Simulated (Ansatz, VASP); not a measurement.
# One calculation of NaBeI3, two programs

```
Na Be I
1.0
     5.45879    0.00000    0.00000
     0.00000    5.45879    0.00000
     0.00000    0.00000    5.45879
Na Be I
1 1 3
Direct
  0.00000 0.00000 0.00000
  0.50000 0.50000 0.50000
  0.50000 0.50000 0.00000
  0.50000 0.00000 0.50000
  0.00000 0.50000 0.50000
```

The cell comes from a database or a generator and needn't be the stable form of this composition.

Alike in both runs: task single point; functional PBE; k mesh 4 × 4 × 4; occupations gaussian, width 0.05 eV; no spin polarisation.

|  | VASP | Ansatz |
| --- | --- | --- |
| version | VASP 6.6.1 | Ansatz 0.2.0 |
| potentials or method | VASP PAW PBE potentials, release 64 (Na_pv, Be, I) | scalar-relativistic, plane waves, PAW |
| plane-wave cutoff (eV) | 520 | 420 |
| valence electrons in the cell | 30 | 62 |

|  | VASP | Ansatz | Ansatz less VASP |
| --- | --- | --- | --- |
| gap on the k mesh at the Fermi level (eV) | none | none | - |
| pressure (GPa) | 0.0 | 0.0 | 0.00 |

A gap of «none» marks a metal or a gap that the smearing closes. The two sets of potentials don't hold the same shells in valence.

The runs have no spin-orbit coupling, so splittings on I are missing.
